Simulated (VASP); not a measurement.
A convergence study with VASP on Cu (fcc): one setting is varied, all else stays as given below, so the limit is that of these other settings. Each run relaxes cell and ions from the cell shown. The basis is that of the starting cell, so low cut-offs carry a Pulay error.

```xyz
1
Lattice="0.0000 1.8050 1.8050 1.8050 0.0000 1.8050 1.8050 1.8050 0.0000" Properties=species:S:1:pos:R:3 pbc="T T T"
Cu     0.0000     0.0000     0.0000
```

The numbers are results of LDA (Ceperley-Alder, Perdew-Zunger), VASP's LDA PAW potentials (set 64) (plane waves; VASP), not measurements. The tightest run used: 700 eV cut-off, 14×14×14 Γ-centred mesh, first-order Methfessel-Paxton smearing of 0.10 eV, potentials Cu.

| setting | relaxed volume (Å³/atom) | E (eV/atom) | plane waves |
|---|---|---|---|
| ENCUT = 250 | 10.198 | -4.8280 | 113 |
| ENCUT = 300 | 10.889 | -4.7196 | 150 |
| ENCUT = 350 | 10.928 | -4.7169 | 190 |
| ENCUT = 400 | 10.896 | -4.7148 | 222 |
| ENCUT = 450 | 10.921 | -4.7105 | 271 |

Problem. These are the cheaper rows. Estimate the results at ENCUT = 700, and how far the last row shown lies from them.

Solution. 
```tsv
quantity	tightest run	last row shown is off by
relaxed volume (Å³/atom)	10.949	-0.028
E (eV/atom)	-4.7076	-0.0029
```

Left out are rungs that failed or repeat a setting and relaxations that didn't move; long series are thinned to 24 rows.

The compound is Cu in the fcc structure.
